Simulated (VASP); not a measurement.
```
CELL_PARAMETERS angstrom
      0.00000     2.58907     2.58907
      2.58907     0.00000     2.58907
      2.58907     2.58907     0.00000
ATOMIC_POSITIONS crystal
  Mg 0.00000 0.00000 0.00000
  S  0.50000 0.50000 0.50000
```

Level of theory: PBEsol GGA, VASP's PBE PAW potentials (set 64) (plane waves; VASP). Run with 480 eV cut-off, 8×8×8 Γ-centred mesh, Gaussian smearing of 0.050 eV, potentials Mg S.

Energy and stress use the plane-wave basis of the starting cell.

Question: The ions, cell shape and volume at an external pressure of 5.0 GPa are relaxed. What does this cell relax into?

Answer: 
```
CELL_PARAMETERS angstrom
      0.00000     2.54058     2.54058
      2.54058     0.00000     2.54058
      2.54058     2.54058     0.00000
ATOMIC_POSITIONS crystal
  Mg 0.00000 0.00000 0.00000
  S  0.50000 0.50000 0.50000
```
Space group Fm-3m (225), at a tolerance of 0.03 Å.

Question: How do energy and volume change from the first to the last step?

Answer: The energy (σ→0) changes by +14.2 meV/atom and the volume by -5.5 %, in 3 ionic steps.

The compound is MgS in the rock salt structure. This run relaxes it under an external pressure of 5 GPa. Symmetry was kept, so distortions that lower it aren't found.
